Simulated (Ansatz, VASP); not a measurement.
## Y: VASP beside Ansatz

One calculation is typed for both programs; each brings its own data sets. How far apart do they land? The cell is taken from a series of runs on this material, whose earlier steps may have relaxed, scaled, displaced or heated it; both programs get it as it stands.

Program: Ansatz 0.2.0. Level of theory: plane waves, with VASP 6.6.1 beside it; zone-centre phonons at LDA. Results are calculated unless marked as measured.

### Step 1. The starting structure

It takes space group P6_3/mmc (No. 194, hexagonal). The conventional cell has a = 3.616 Å, b = 3.616 Å, c = 5.601 Å, α = 90.00°, β = 90.00°, γ = 120.00°. Nearest to Y lie 12 Y at 3.49 to 3.62 Å.

### Step 2. VASP: zone-centre phonons, LDA

Second derivatives magnify differences that forces hide, and they need a tight electronic threshold.

Lines of VASP's logs that name or quote its potential files are left out, and so is its time.

INCAR reads:

```
SYSTEM = Y
PREC = Accurate
ENCUT = 500
EDIFF = 1E-08
NELM = 120
ISMEAR = 1
SIGMA = 0.2
LREAL = .FALSE.
ALGO = Normal
GGA = CA
NBANDS = 17
LASPH = .TRUE.
LORBIT = 11
LWAVE = .FALSE.
LCHARG = .FALSE.
ISIF = 2
IBRION = 8
GGA_COMPAT = .FALSE.
KPAR = 2
```

POSCAR reads:

```
Y
1.0
    3.6157556041      0.0000000000      0.0000000000
   -1.8078778020      3.1313362070      0.0000000000
    0.0000000000      0.0000000000      5.6013240339
Y
2
Direct
    0.3333333333      0.6666666667      0.2500000000
    0.6666666667      0.3333333333      0.7500000000
```

KPOINTS reads:

```
Automatic mesh
0
Gamma
15 15 8
0 0 0
```

Potentials, in the order of the species: Y_sv (LDA family, release 64).

Launch:

```bash
$ mpirun -np 2 vasp_std
```

Numbers of over 12 decimals in the logs are rounded to 6 here.

What it wrote:

```text
[banner, memory and clock lines left out]
running    2 mpi-ranks, on    1 nodes
 distrk:  each k-point on    1 cores,    2 groups
 distr:  one band on    1 cores,    1 groups

 POSCAR found type information on POSCAR Y
 POSCAR found :  1 types and       2 ions
 LDA part: xc-table for (Slater(with rela. corr.)+CA(PZ))
 , standard interpolation
 POSCAR, INCAR and KPOINTS ok, starting setup
 FFT: planning ... GRIDC
 FFT: planning ... GRID_SOFT
 FFT: planning ... GRID
 WAVECAR not read
 entering main loop
       N       E                     dE             d eps       ncg     rms          rms(c)
DAV:   1     0.850540074372E+02    0.85054E+02   -0.11270E+04  4598   0.120E+03
DAV:   2    -0.719397510811E+01   -0.92248E+02   -0.90971E+02  5815   0.262E+02
DAV:   3    -0.141088782488E+02   -0.69149E+01   -0.68675E+01  8244   0.434E+01
DAV:   4    -0.142809496352E+02   -0.17207E+00   -0.17167E+00  5558   0.707E+00
DAV:   5    -0.142854637369E+02   -0.45141E-02   -0.45129E-02  6713   0.837E-01    0.338E+01
DAV:   6    -0.139398294344E+02    0.34563E+00   -0.41840E-01  4913   0.403E+00    0.209E+01
DAV:   7    -0.138759163179E+02    0.63913E-01   -0.80216E-01  6327   0.497E+00    0.165E+00
DAV:   8    -0.138630095000E+02    0.12907E-01   -0.12867E-01  5712   0.221E+00    0.491E-01
DAV:   9    -0.138629410356E+02    0.68464E-04   -0.45002E-03  6690   0.448E-01    0.158E-01
DAV:  10    -0.138629304733E+02    0.10562E-04   -0.54758E-04  5953   0.201E-01    0.726E-02
DAV:  11    -0.138629325776E+02   -0.21043E-05   -0.30907E-05  6905   0.391E-02    0.624E-02
DAV:  12    -0.138629308608E+02    0.17168E-05   -0.76613E-06  5356   0.215E-02    0.179E-02
DAV:  13    -0.138629305884E+02    0.27233E-06   -0.79861E-07  5765   0.797E-03    0.993E-04
DAV:  14    -0.138629305936E+02   -0.51318E-08   -0.32734E-08  5415   0.852E-04
   1 F= -.13862931E+02 E0= -.13862249E+02  d E =-.204625E-02
 Linear response reoptimize wavefunctions to high precision
DAV:   1    -0.138629305947E+02   -0.11519E-08   -0.25919E-09  4664   0.364E-04
DAV:   2    -0.138629305948E+02   -0.26830E-10   -0.27065E-10  3259   0.107E-04
 Linear response DOF=           2
 Linear response progress:
  Degree of freedom:   1/  2
       N       E                     dE             d eps       ncg     rms          rms(c)
RMM:   1    -0.263729408422E+00   -0.26373E+00    0.40516E+00 22568   0.107E+01
RMM:   2    -0.251774324128E+00    0.11955E-01   -0.19598E-01 33432   0.200E+00    0.158E-01
RMM:   3    -0.253295391083E+00   -0.15211E-02   -0.14955E-02 38977   0.595E-01    0.750E-02
RMM:   4    -0.253709892038E+00   -0.41450E-03   -0.25451E-03 45656   0.215E-01    0.296E-02
RMM:   5    -0.253788514411E+00   -0.78622E-04   -0.46340E-04 47492   0.926E-02    0.175E-02
RMM:   6    -0.253716298574E+00    0.72216E-04   -0.10137E-04 48410   0.356E-02    0.641E-03
RMM:   7    -0.253665213550E+00    0.51085E-04   -0.99099E-05 48378   0.185E-02    0.168E-03
RMM:   8    -0.253656181906E+00    0.90316E-05   -0.96256E-05 48995   0.101E-02    0.145E-03
RMM:   9    -0.253642608982E+00    0.13573E-04   -0.75508E-05 49154   0.649E-03    0.810E-04
RMM:  10    -0.253641050179E+00    0.15588E-05   -0.55219E-05 49116   0.441E-03    0.507E-04
RMM:  11    -0.253637160553E+00    0.38896E-05   -0.35264E-05 48860   0.336E-03    0.296E-04
RMM:  12    -0.253640740476E+00   -0.35799E-05   -0.23708E-05 48205   0.272E-03    0.492E-04
RMM:  13    -0.253641242497E+00   -0.50202E-06   -0.16847E-05 49505   0.223E-03    0.710E-04
RMM:  14    -0.253640044450E+00    0.11980E-05   -0.12539E-05 48094   0.192E-03    0.513E-04
[...]
RMM:  29    -0.253636255060E+00   -0.39224E-07   -0.51452E-07 48872   0.634E-04    0.363E-05
RMM:  30    -0.253636167961E+00    0.87099E-07   -0.42894E-07 49149   0.613E-04    0.339E-05
RMM:  31    -0.253636149866E+00    0.18095E-07   -0.34965E-07 48897   0.594E-04    0.404E-05
RMM:  32    -0.253636153401E+00   -0.35352E-08   -0.28500E-07 48208   0.577E-04    0.502E-05
RMM:  33    -0.253636092185E+00    0.61216E-07   -0.20848E-07 49630   0.563E-04    0.472E-05
RMM:  34    -0.253636111328E+00   -0.19142E-07   -0.16005E-07 48421   0.549E-04    0.579E-05
RMM:  35    -0.253636119722E+00   -0.83950E-08   -0.10284E-07 48407   0.537E-04    0.654E-05
RMM:  36    -0.253636122655E+00   -0.29324E-08   -0.55084E-08 48307   0.527E-04    0.723E-05
 first order change of Fermi-energy   0.21513E-04
 force on displaced ion       1 direction 1 :  -1.272   0.000   0.000
 Linear response progress:
  Degree of freedom:   2/  2
       N       E                     dE             d eps       ncg     rms          rms(c)
RMM:   1    -0.304538353614E+00   -0.30454E+00    0.42050E+00  7647   0.107E+01
RMM:   2    -0.296013985968E+00    0.85244E-02   -0.19866E-01 11431   0.195E+00    0.328E-01
RMM:   3    -0.298559643804E+00   -0.25457E-02   -0.14134E-02 12690   0.572E-01    0.161E-01
RMM:   4    -0.299270432249E+00   -0.71079E-03   -0.20497E-03 14670   0.219E-01    0.341E-02
RMM:   5    -0.299185028636E+00    0.85404E-04   -0.41299E-04 15382   0.925E-02    0.182E-02
RMM:   6    -0.299096182467E+00    0.88846E-04   -0.90781E-05 16104   0.399E-02    0.829E-03
RMM:   7    -0.298948286760E+00    0.14790E-03   -0.34354E-05 15876   0.169E-02    0.564E-03
RMM:   8    -0.298932676645E+00    0.15610E-04   -0.34143E-05 15947   0.890E-03    0.118E-03
RMM:   9    -0.298920575519E+00    0.12101E-04   -0.24630E-05 16460   0.506E-03    0.657E-04
RMM:  10    -0.298913948743E+00    0.66268E-05   -0.21054E-05 16250   0.320E-03    0.216E-04
RMM:  11    -0.298914857815E+00   -0.90907E-06   -0.98388E-06 16396   0.224E-03    0.126E-04
RMM:  12    -0.298914481355E+00    0.37646E-06   -0.53730E-06 16285   0.173E-03    0.133E-04
RMM:  13    -0.298913176605E+00    0.13048E-05   -0.34761E-06 16106   0.143E-03    0.118E-04
RMM:  14    -0.298914732342E+00   -0.15557E-05   -0.25611E-06 15825   0.124E-03    0.106E-04
RMM:  15    -0.298915257755E+00   -0.52541E-06   -0.19684E-06 16029   0.107E-03    0.226E-04
RMM:  16    -0.298914643206E+00    0.61455E-06   -0.17426E-06 15665   0.962E-04    0.148E-04
RMM:  17    -0.298914437368E+00    0.20584E-06   -0.12289E-06 16009   0.868E-04    0.135E-04
RMM:  18    -0.298914433426E+00    0.39422E-08   -0.10360E-06 15756   0.797E-04    0.152E-04
RMM:  19    -0.298914419160E+00    0.14266E-07   -0.77176E-07 15901   0.742E-04    0.170E-04
RMM:  20    -0.298914409724E+00    0.94358E-08   -0.60367E-07 15879   0.697E-04    0.181E-04
RMM:  21    -0.298914255596E+00    0.15413E-06   -0.42817E-07 15922   0.662E-04    0.165E-04
 first order change of Fermi-energy   0.48273E-04
 force on displaced ion       1 direction 3 :  -0.000   0.000  -3.369
 Linear response finished
```

Parts of OUTCAR (step 2):

```text
ion  position               nearest neighbor table
   1  0.333  0.667  0.250-   2 3.49   2 3.49   2 3.49   2 3.49   2 3.49   2 3.49
   2  0.667  0.333  0.750-   1 3.49   1 3.49   1 3.49   1 3.49   1 3.49   1 3.49

  LATTYP: Found a hexagonal cell.
 ALAT       =     3.6157556041
 C/A-ratio  =     1.5491434287

 Subroutine GETGRP returns: Found 24 space group operations
 (whereof 12 operations were pure point group operations)

The static configuration has the point symmetry D_3d.
 The point group associated with its full space group is D_6h.

 Found    135 irreducible k-points:

   k-points           NKPTS =    135   k-points in BZ     NKDIM =    135   number of bands    NBANDS=     17

   dimension x,y,z NGX =    28 NGY =   28 NGZ =   42
   dimension x,y,z NGXF=    56 NGYF=   56 NGZF=   84

   ENCUT  =  500.0 eV  36.75 Ry    6.06 a.u.   6.59  6.59 10.21*2*pi/ulx,y,z

   NELECT =      22.0000    total number of electrons

 k-points in reciprocal lattice and weights: Automatic mesh
   0.00000000  0.00000000  0.00000000       0.001
   0.06666667  0.00000000  0.00000000       0.003
   0.13333333  0.00000000  0.00000000       0.003
   0.20000000 -0.00000000  0.00000000       0.003
   0.26666667  0.00000000  0.00000000       0.003
   0.33333333  0.00000000  0.00000000       0.003
   0.40000000  0.00000000  0.00000000       0.003
   0.46666667 -0.00000000  0.00000000       0.003
   0.06666667  0.06666667  0.00000000       0.003
[...]
0.33333333  0.26666667  0.50000000       0.007
   0.33333333  0.33333333  0.50000000       0.001

 average (electrostatic) potential at core
       1 -37.4478       2 -37.4478

  Total       -0.9972081     -0.9972081     -0.9925172     -0.0000000     -0.0000000      0.0000000
  in kB      -25.1928288    -25.1928288    -25.0743209     -0.0000000     -0.0000000      0.0000000
  external PRESSURE =     -25.1533261 kB  Pullay stress =       0.0000000 kB

  energy-cutoff  :      500.00
  volume of cell :       63.42
      direct lattice vectors                 reciprocal lattice vectors
     3.615755604  0.000000000  0.000000000     0.276567365  0.159676243  0.000000000
    -1.807877802  3.131336207  0.000000000     0.000000000  0.319352485  0.000000000
     0.000000000  0.000000000  5.601324034     0.000000000  0.000000000  0.178529218

 POSITION                                       TOTAL-FORCE (eV/Angst)
 -----------------------------------------------------------------------------------
     -0.00000      2.08756      1.40033         0.000000     -0.000000      0.000000
      1.80788      1.04378      4.20099        -0.000000      0.000000      0.000000
 -----------------------------------------------------------------------------------
    total drift:                               -0.000000      0.000000     -0.000000

 Eigenvectors and eigenvalues of the dynamical matrix
 ----------------------------------------------------

   1 f  =    4.303529 THz    27.039868 2PiTHz  143.550263 cm-1    17.797956 meV
             X         Y         Z           dx          dy          dz
     -0.000000  2.087557  1.400331    -0.000000    0.000000    0.707107
      1.807878  1.043779  4.200993     0.000000    0.000000   -0.707107

   2 f  =    2.644297 THz    16.614610 2PiTHz   88.204264 cm-1    10.935930 meV
             X         Y         Z           dx          dy          dz
     -0.000000  2.087557  1.400331     0.606005    0.364360   -0.000000
      1.807878  1.043779  4.200993    -0.606005   -0.364360   -0.000000

   3 f  =    2.644297 THz    16.614610 2PiTHz   88.204264 cm-1    10.935930 meV
             X         Y         Z           dx          dy          dz
     -0.000000  2.087557  1.400331     0.364360   -0.606005    0.000000
      1.807878  1.043779  4.200993    -0.364360    0.606005    0.000000

   4 f  =    0.000000 THz     0.000000 2PiTHz    0.000001 cm-1     0.000000 meV
             X         Y         Z           dx          dy          dz
     -0.000000  2.087557  1.400331    -0.011318   -0.065849   -0.703943
      1.807878  1.043779  4.200993    -0.011318   -0.065849   -0.703943

   5 f  =    0.000000 THz     0.000000 2PiTHz    0.000000 cm-1     0.000000 meV
             X         Y         Z           dx          dy          dz
     -0.000000  2.087557  1.400331    -0.418129   -0.567094    0.059771
      1.807878  1.043779  4.200993    -0.418129   -0.567094    0.059771

   6 f/i=    0.000000 THz     0.000000 2PiTHz    0.000001 cm-1     0.000000 meV
             X         Y         Z           dx          dy          dz
     -0.000000  2.087557  1.400331     0.570123   -0.417215    0.029861
      1.807878  1.043779  4.200993     0.570123   -0.417215    0.029861

 ELASTIC MODULI CONTR FROM IONIC RELAXATION (kBar)
 Direction    XX          YY          ZZ          XY          YZ          ZX
 --------------------------------------------------------------------------------
 XX         -32.8276     32.8276     -0.0000     -0.0000      0.0000      0.0000
 YY          32.8276    -32.8276      0.0000     -0.0000      0.0000      0.0000
 ZZ          -0.0000      0.0000     -0.0000      0.0000      0.0000      0.0000
 XY          -0.0000     -0.0000      0.0000    -32.8276      0.0000      0.0000
 YZ           0.0000      0.0000      0.0000      0.0000      0.0000      0.0000
 ZX           0.0000      0.0000      0.0000      0.0000      0.0000      0.0000
 --------------------------------------------------------------------------------
```

Energies printed during the response cycles are not total energies of the cell.

### Step 3. Ansatz: zone-centre phonons, LDA

Ansatz runs on its PAW soft_1 files.

The same cell, functional (in two slightly different forms), mesh and smearing now go to Ansatz, which takes its cutoff from its data sets.

input.yaml reads:

```yaml
crystal:
  lattice:
    - [3.6157556041, 0.0, 0.0]
    - [-1.807877802, 3.131336207, 0.0]
    - [0.0, 0.0, 5.6013240339]
  atoms:
    - { symbol: "Y", position: [0.3333333333, 0.6666666667, 0.25] }
    - { symbol: "Y", position: [0.6666666667, 0.3333333333, 0.75] }
kpoints:
  mp_grid: { grid: [15, 15, 8] }
hamiltonian:
  xc: lda
  pseudopotentials: { kind: paw, azcp: { folder: soft_1 }, xc_functional: pbe }
scf:
  occupations: { method: methfessel_paxton, width: 0.2 }
output:
  eigenvalues: true
phonons:
  method: dfpt
```

Launch:

```bash
$ ansatz run input.yaml --threads 4 --pin off --max-ram 10240MiB --backend cpu --events-out ev --progress --plain --runs-dir out
```

What it wrote:

```text
zone centre: on kpoints.mp_grid the ground state, and the responses unless they are solved on pairs of k-points, stand on 320 of the mesh's 1800 k-points, reduced under 4 symmetry operations, with k and −k counted as one. Each operation leaves every solved displacement unchanged or reverses it
Engine: ansatz 0.2.0, x86_64-unknown-linux-gnu
Pseudopotentials: kind: paw
Pseudopotential: Y, paw, valence charge 11, recommended cutoff 420 eV (normal), soft_1/Y.paw.azcp
Functional definition: SPW92
  exchange = slater_x
  correlation = pw_c
Crystal: 2 atoms, lattice volume = 63.419 Å³
Basis set: ecut = 420 eV, 1243 PW (Γ), exchange–correlation on 50×50×80 points (8 copies of the dense FFT grid, shifted against one another)
Bands: 15, of which v1, the nominal top of the filled ones, is band 11 counted from 1 (10 counted from 0)
Symmetry: 24 space group operations
k-points: 320 of 1800 (irreducible under 4 space group operations, time reversal used)
Non-local potential: Y, projectors of the file, l = 0: 3, l = 1: 2, l = 2: 2, l = 3: 1
PAW form: soft (Blöchl's): semilocal exchange-correlation on the pseudo side does not see the compensation charge
PAW frozen core: Y, regenerated for the run's functional, and the local potential with it (the file was generated under x = pbe(κ = 0.804, μ = 0.219515), c = pbe(β = 0.066725))
PAW one-centre angular grid: Y, 590 points (default); XC on 64 Gauss nodes
Initial density: superposition of atomic densities (chi_scale 0.1, normalization cell)
Initial wavefunctions: pseudopotential atomic-orbital guess
Functional: x = slater, c = lda
SCF iter   1: F=—  HF=-7491.177291 eV  |F-HF|=—  |Δ(HF+E_count)|=         —  Δρ=1.21e-2  dr2=1.49e-1  ethr=3.10e-3  ⟨swp⟩=4.4  Hψ=20270  notcnv=0
preconditioner: auto → Kerker (q_TF=auto, 2.287 Å⁻¹)  [metal: Δε(μ)=0.020 eV  Ē_g=2.618 eV  σ=0.200 eV  W_gap=0.08  n_scr=10 (ndim 8)  ℏωp=11.4 eV  f_vac=0.000  D(μ)=3.81/eV (n_scr^D=34)]
SCF iter   2: F=—  HF=-7491.144624 eV  |F-HF|=—  |Δ(HF+E_count)|=   3.27e-2  S|Δr|=    0.00e0  Δρ=7.75e-3  dr2=6.06e-2  ethr=6.79e-4  ⟨swp⟩=1.0  Hψ=7360  notcnv=0
SCF iter   3: F=—  HF=-7491.123748 eV  |F-HF|=—  |Δ(HF+E_count)|=   2.09e-2  S|Δr|=    0.00e0  Δρ=9.95e-4  dr2=6.56e-4  ethr=2.76e-4  ⟨swp⟩=2.9  Hψ=8299  notcnv=0
SCF iter   4: F=—  HF=-7491.123742 eV  |F-HF|=—  |Δ(HF+E_count)|=   6.14e-6  S|Δr|=    0.00e0  Δρ=1.93e-4  dr2=2.07e-5  ethr=2.98e-6  ⟨swp⟩=1.9  Hψ=5560  notcnv=0
SCF iter   5: F=—  HF=-7491.123739 eV  |F-HF|=—  |Δ(HF+E_count)|=   2.71e-6  S|Δr|=    0.00e0  Δρ=3.80e-5  dr2=6.82e-7  ethr=9.41e-8  ⟨swp⟩=2.0  Hψ=8318  notcnv=0
SCF iter   6: F=—  HF=-7491.123739 eV  |F-HF|=—  |Δ(HF+E_count)|=   2.89e-7  S|Δr|=    0.00e0  Δρ=6.86e-6  dr2=1.86e-8  ethr=3.10e-9  ⟨swp⟩=1.1  Hψ=4821  notcnv=0
SCF iter   7: F=—  HF=-7491.123739 eV  |F-HF|=—  |Δ(HF+E_count)|=   4.42e-9  S|Δr|=    0.00e0  Δρ=1.27e-6  dr2=8.59e-10  ethr=8.45e-11  ⟨swp⟩=2.0  Hψ=7520  notcnv=0
SCF iter   8: F=-7491.123739 eV  HF=-7491.123739 eV  |F-HF|=2.73e-12  |Δ(HF+E_count)|=  1.16e-10  S|Δr|=    0.00e0  Δρ=1.32e-7  dr2=9.62e-12  ethr=1.00e-12  ⟨swp⟩=5.0  Hψ=22174  notcnv=0
SCF 1 converged in 8 iterations: F = -7491.123739 eV  dr2 = 9.62e-12
  greatest PAW one-centre occupation: 0.992 electrons in one spin orbital (limit 2), on the Y atom at site 1 (counted from 0), in its partial waves of l = 0
DFPT response loops at Γ: preconditioner auto → Kerker (q_TF=auto, 2.287 Å⁻¹) (partly filled bands, converged f_vac=0.000); β = 1.00, the filter's whole step (`scf.mixing.beta` (0.50) is not read by the response loops under this deck's `scf.mixing.preconditioner`; to damp them name `kerker` or `kerker_dos`, under which they read `scf.mixing.beta`, and type it under 1.00, their step now; both keys bind the ground state too); Broyden in place of MSR1
SCF converged after 8 iterations
Stability not checked: this state was not tested for a lower state beside it, because cold or Methfessel-Paxton smearing, or corrected tetrahedra, fill the levels in a way that the test cannot read (fill_not_monotonic; see scf.lower_state_search)
Free energy (F): -7491.123739 eV
Harris-Foulkes:  -7491.123739 eV  (|F-HF|=2.73e-12)
Internal energy: -7491.121662 eV  (E = F + TS)
E sigma→0 (E₀):  -7491.123220 eV
Entropy (-TS):   -0.002078 eV (-1.039 meV/atom)
Fermi energy:    9.522932 eV
--- Per-component energies (eV) ---
  E_band       = -237.005218
  E_kinetic    = 631.853769
  E_local      = -1188.234399  (includes V_loc(G=0)·N_el)
  E_nonlocal   = 61.800189
  E_hartree    = 374.840306
  E_xc         = -353.230073
  E_vxc        = -409.000692  (∫ρ·V_xc dr)
  E_paw        = -5429.554751  (= ΣΔE_a)
  E_vpaw       = -83.104763  (= ΣTr[D̂ρ^β])
  E_aug_tail   = 0.000046  (compensation charges beyond the density's cutoff)
  E_ewald      = -1589.255918
  E_core_change = 0.659170  (= ΣΔE_core)
  E_smearing   = -0.002078  (= −TS)
  E_closure    = -0.000000  (closes the sum)
  Σ components = -7491.123739   (vs F -7491.123739, Δ=0.00e0)
--- Band table (eV; the first three rows and the last of 320) ---
  k-point 0: bands = [... 7 lower, -12.6210, 4.8250, 7.6209, 10.6733, 11.2325, 11.2325, 11.6591, 11.8838]
  k-point 1: bands = [... 7 lower, -12.6494, 4.9338, 7.5638, 10.5455, 11.1611, 11.1611, 11.5536, 11.7844]
  k-point 2: bands = [... 7 lower, -12.6865, 5.2486, 7.3446, 10.3348, 11.0617, 11.0617, 11.2674, 11.5554]
  k-point 319: bands = [... 7 lower, -12.7515, 8.1593, 8.1593, 9.6751, 9.6751, 10.2827, 10.2827, 12.0553]
--- Phonons (Γ-DFPT): 2 representative perturbations + reference, on 320 of 1800 k-points (Σ response iterations 6) ---
  k mesh reduced under 4 symmetry operations, with k and −k counted as one. Each operation leaves every solved displacement unchanged or reverses it
  ASR residual: 3.449e-5 → 0.000e0 eV/Å²; symmetrization residual: 1.517e-10 eV/Å²
  ASR residual per site (eV/Å²): 3.45e-5 3.45e-5
  Γ frequencies (cm⁻¹): 0.00 0.00 0.00 88.19 88.19 144.10
  non-analytic LO–TO correction: not included (Born effective charges unavailable; polar crystals: no LO–TO splitting at Γ)
```

Reading the cycles: dr2 is the Hartree energy of the density residual (eV), the measure of convergence; HF is the Harris–Foulkes estimate of the energy, which meets the free energy F at convergence.

### Step 4. Comparison

Known differences besides the potentials themselves: the two LDA forms differ slightly; the cutoff is 420 eV in Ansatz and 500 eV in VASP; VASP's log shows a relativistic correction to its local exchange, Ansatz's none. Total energies have different zeros and are not compared.

Compared:

```
                  quantity  Ansatz   VASP  difference
optical mode 1 to 2 (cm⁻¹)    88.2   88.2     -0.02 %
     optical mode 3 (cm⁻¹)   144.1  143.6     +0.38 %
```

Modes are paired by rising frequency, not by their patterns, so a pair may set unlike modes beside each other; they are those without the splitting of longitudinal modes.

### Step 5. Summary of results

- r.m.s. difference of the optical zone-centre modes, each program's sorted by frequency (zone-centre phonons, LDA): 0.32 cm⁻¹

What this shows: The r.m.s. difference of the optical zone-centre modes, each program's sorted by frequency is 0.32 cm⁻¹ (zone-centre phonons, LDA). Such differences can come from data sets, numerical settings and the points named under the comparisons, not from the functional's error against experiment.

[Lines on the potential files, build, host, timing and source positions are cut from VASP's logs without a mark.]

[Logs are printed without paths, hosts, clocks, repeated set-up lines and the standing remarks that a program may print on its own settings, such as how far it seeks lower states.]

[Hosts, paths, dates, database ids (printed as entryN), source tags and the programs' standing remarks are cut or masked in the printed files.]
